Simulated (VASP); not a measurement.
Energy against volume of GaN (zinc blende). Calculation: TPSS meta-GGA, VASP's PBE PAW potentials (set 64) (plane waves; VASP). Run with 520 eV cut-off, 10×10×10 Γ-centred mesh, Gaussian smearing of 0.050 eV, potentials Ga_d N.

```
V (Å³/atom)  E (eV/atom)
-----------  -----------
10.921         -10.97762
11.269         -10.99861
11.618         -11.00531
11.966         -10.99990
```

**Question.** Fit these four points and predict the energy of the run at 12.315 Å³/atom.

**Answer.** A cubic in V^(−2/3), the third-order Birch-Murnaghan form, passes through the four points with V0 = 11.63 Å³/atom and B0 = 184 GPa, and gives -10.9842 eV/atom there. The run gave -10.9844 eV/atom, -0.1 meV/atom from the fit; all five points give B0 = 184 GPa.

The compound is GaN in the zinc blende structure, a metastable form; wurtzite is the usual one. It was relaxed first.
